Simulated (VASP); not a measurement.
Level of theory: r2SCAN meta-GGA, VASP's PBE PAW potentials (set 64) (plane waves; VASP).

VASP input:

File KPOINTS:
```
Automatic mesh
0
Gamma
12 12 8
0 0 0
```

**INCAR**
```
# general
SYSTEM  = Zr
PREC    = Accurate
ENCUT   = 480   # plane-wave cut-off (eV)
LREAL   = .FALSE.
LASPH   = .TRUE.   # aspherical one-centre terms

# electronic loop
EDIFF   = 1E-7
NELM    = 100   # most electronic steps
ALGO    = Normal
LMAXMIX = 4
LMIXTAU = .TRUE.

# smearing
ISMEAR  = 1
SIGMA   = 0.1

# functional
METAGGA = R2SCAN

# ions
ISIF    = 2   # forces and stress, cell fixed

# output
LWAVE   = .FALSE.
LCHARG  = .FALSE.
```

**POSCAR**
```
Zr
1
    1.6219689991    -2.8093326598     0.0000000000
    1.6219689991     2.8093326598    -0.0000000000
    0.0000000000    -0.0000000000     5.1505613470
Zr
2
Direct
  0.3333330000   0.6666670000   0.2500000000
  0.6666670000   0.3333330000   0.7500000000
```

POTCAR, in this order: Zr_sv (PBE.64 set). Program: vasp_std.

What VASP printed:

OUTCAR:
```
 ion  position               nearest neighbor table
   1  0.333  0.667  0.250-   2 3.18   2 3.18   2 3.18   2 3.18   2 3.18   2 3.18
   2  0.667  0.333  0.750-   1 3.18   1 3.18   1 3.18   1 3.18   1 3.18   1 3.18
  LATTYP: Found a hexagonal cell.
 ALAT       =     3.2439379506
 C/A-ratio  =     1.5877496504
 Subroutine PRICEL returns:
 Original cell was already a primitive cell.
 Subroutine GETGRP returns: Found 24 space group operations
The static configuration has the point symmetry D_3d.
 The point group associated with its full space group is D_6h.
The dynamic configuration has the point symmetry D_3d.
 Subroutine INISYM returns: Found 24 space group operations
 Subroutine IBZKPT returns following result:
 Found     95 irreducible k-points:

 Following reciprocal coordinates:
            Coordinates               Weight
  0.000000  0.000000  0.000000      1.000000
  0.083333  0.000000  0.000000      6.000000
  0.166667  0.000000  0.000000      6.000000
  0.250000  0.000000  0.000000      6.000000
  0.333333  0.000000  0.000000      6.000000
  0.416667  0.000000  0.000000      6.000000
  0.500000  0.000000  0.000000      3.000000
  0.083333  0.083333  0.000000      6.000000
  0.166667  0.083333  0.000000     12.000000
  0.250000  0.083333  0.000000     12.000000
  0.333333  0.083333  0.000000     12.000000
  0.416667  0.083333  0.000000     12.000000
  0.166667  0.166667  0.000000      6.000000
  0.250000  0.166667  0.000000     12.000000
  0.333333  0.166667  0.000000     12.000000
  0.416667  0.166667  0.000000      6.000000
  0.250000  0.250000  0.000000      6.000000
  0.333333  0.250000  0.000000     12.000000
  0.333333  0.333333  0.000000      2.000000
  0.000000  0.000000  0.125000      2.000000
  0.083333  0.000000  0.125000     12.000000
  0.166667  0.000000  0.125000     12.000000
  0.250000  0.000000  0.125000     12.000000
  0.333333  0.000000  0.125000     12.000000
  0.416667  0.000000  0.125000     12.000000
  0.500000  0.000000  0.125000      6.000000
  0.083333  0.083333  0.125000     12.000000
  0.166667  0.083333  0.125000     24.000000
  0.250000  0.083333  0.125000     24.000000
  0.333333  0.083333  0.125000     24.000000
  0.416667  0.083333  0.125000     24.000000
  0.166667  0.166667  0.125000     12.000000
  0.250000  0.166667  0.125000     24.000000
  0.333333  0.166667  0.125000     24.000000
  0.416667  0.166667  0.125000     12.000000
  0.250000  0.250000  0.125000     12.000000
  0.333333  0.250000  0.125000     24.000000
  0.333333  0.333333  0.125000      4.000000
  0.000000  0.000000  0.250000      2.000000
  0.083333  0.000000  0.250000     12.000000
   k-points           NKPTS =     95   k-points in BZ     NKDIM =     95   number of bands    NBANDS=     16
   number of dos      NEDOS =    301   number of ions     NIONS =      2
   total plane-waves  NPLWV =  23040
   dimension x,y,z NGX =    24 NGY =   24 NGZ =   40
   dimension x,y,z NGXF=    48 NGYF=   48 NGZF=   80
   ions per type =               2
   PREC   = accura    normal or accurate (medium, high low for compatibility)
   ISTART =      0    job   : 0-new  1-cont  2-samecut
   ICHARG =      2    charge: 1-file 2-atom 10-const
   ISPIN  =      1    spin polarized calculation?
   LNONCOLLINEAR =      F non collinear calculations
   LSORBIT =      F    spin-orbit coupling
   INIWAV =      1    electr: 0-lowe 1-rand  2-diag
   ENCUT  =  480.0 eV  35.28 Ry    5.94 a.u.   5.79  5.79  9.20*2*pi/ulx,y,z
   NELM   =    100;   NELMIN=  2; NELMDL= -5     # of ELM steps
   EDIFF  = 0.1E-06   stopping-criterion for ELM
   LREAL  =      F    real-space projection
...
```

**OSZICAR**
```
       N       E                     dE             d eps       ncg     rms          rms(c)
DAV:   1     0.173224081458E+03    0.17322E+03   -0.13364E+04  3048   0.144E+03
DAV:   2    -0.422701443527E+02   -0.21549E+03   -0.21355E+03  3928   0.413E+02
DAV:   3    -0.585231692742E+02   -0.16253E+02   -0.16191E+02  5816   0.796E+01
DAV:   4    -0.589167050692E+02   -0.39354E+00   -0.39346E+00  3296   0.140E+01
DAV:   5    -0.589299639806E+02   -0.13259E-01   -0.13259E-01  4760   0.174E+00    0.178E+01
DAV:   6    -0.473407823893E+02    0.11589E+02   -0.10691E+01  3832   0.234E+01    0.456E+00
DAV:   7    -0.439189577760E+02    0.34218E+01   -0.16981E+00  3336   0.122E+01    0.133E+00
DAV:   8    -0.458204158417E+02   -0.19015E+01   -0.75694E-01  3104   0.101E+01    0.778E-01
DAV:   9    -0.449732744894E+02    0.84714E+00   -0.11427E+00  3040   0.104E+01    0.749E-01
DAV:  10    -0.449153863820E+02    0.57888E-01   -0.28194E-01  3328   0.421E+00    0.796E-01
DAV:  11    -0.455006560493E+02   -0.58527E+00   -0.34781E-01  3400   0.429E+00    0.373E-01
DAV:  12    -0.454942785249E+02    0.63775E-02   -0.16671E-02  4352   0.130E+00    0.287E-01
DAV:  13    -0.455025808007E+02   -0.83023E-02   -0.57206E-03  3096   0.852E-01    0.175E-01
DAV:  14    -0.455000844933E+02    0.24963E-02   -0.18116E-03  3448   0.486E-01    0.709E-02
DAV:  15    -0.455017276224E+02   -0.16431E-02   -0.17788E-03  3168   0.411E-01    0.326E-02
DAV:  16    -0.455017738030E+02   -0.46181E-04   -0.70843E-05  4248   0.701E-02    0.343E-02
DAV:  17    -0.455018857780E+02   -0.11197E-03   -0.10378E-04  3232   0.761E-02    0.289E-02
DAV:  18    -0.455021289055E+02   -0.24313E-03   -0.36679E-04  3296   0.154E-01    0.767E-03
DAV:  19    -0.455021312997E+02   -0.23942E-05   -0.11735E-05  4568   0.265E-02    0.694E-03
DAV:  20    -0.455021460719E+02   -0.14772E-04   -0.99157E-06  3464   0.238E-02    0.172E-03
DAV:  21    -0.455021468206E+02   -0.74876E-06   -0.48103E-06  3464   0.212E-02    0.204E-03
DAV:  22    -0.455021488938E+02   -0.20732E-05   -0.27470E-07  2752   0.511E-03    0.908E-04
DAV:  23    -0.455021472066E+02    0.16872E-05   -0.83815E-08  1816   0.262E-03    0.226E-04
DAV:  24    -0.455021476220E+02   -0.41539E-06   -0.23373E-08  1736   0.151E-03    0.201E-04
DAV:  25    -0.455021469899E+02    0.63209E-06   -0.73780E-09  1720   0.885E-04    0.135E-04
DAV:  26    -0.455021472251E+02   -0.23514E-06   -0.27914E-09  1680   0.412E-04    0.867E-05
DAV:  27    -0.455021472828E+02   -0.57734E-07   -0.11445E-09  1672   0.285E-04
   1 F= -.45502147E+02 E0= -.45502488E+02  d E =0.102236E-02
```

### OUTCAR
```
------------------------ aborting loop because EDIFF is reached ----------------------------------------
  FORCE on cell =-STRESS in cart. coord.  units (eV):
  Direction    XX          YY          ZZ          XY          YZ          ZX
  --------------------------------------------------------------------------------------
  Total        0.0441405      0.0441405      0.0424172      0.0000000     -0.0000000      0.0000000
  in kB        1.5066690      1.5066690      1.4478472      0.0000000     -0.0000000      0.0000000
  external PRESSURE =       1.4870617 kB  Pullay stress =       0.0000000 kB
  volume of cell :       46.94
      direct lattice vectors                 reciprocal lattice vectors
     1.621968999 -2.809332660  0.000000000     0.308267298 -0.177978211  0.000000000
     1.621968999  2.809332660  0.000000000     0.308267298  0.177978211  0.000000000
     0.000000000  0.000000000  5.150561347     0.000000000  0.000000000  0.194153595
 POSITION                                       TOTAL-FORCE (eV/Angst)
 -----------------------------------------------------------------------------------
      1.62197      0.93645      1.28764         0.000000      0.000000      0.000000
      1.62197     -0.93645      3.86292        -0.000000     -0.000000      0.000000
 -----------------------------------------------------------------------------------
    total drift:                               -0.000147      0.001120     -0.000019
  FREE ENERGIE OF THE ION-ELECTRON SYSTEM (eV)
  ---------------------------------------------------
  free  energy   TOTEN  =       -45.5021472828 eV

  energy  without entropy=      -45.5031696390  energy(sigma->0) =      -45.50248807
```
(Selected blocks of OUTCAR.)

The compound is Zr in the hcp structure. It was relaxed first.
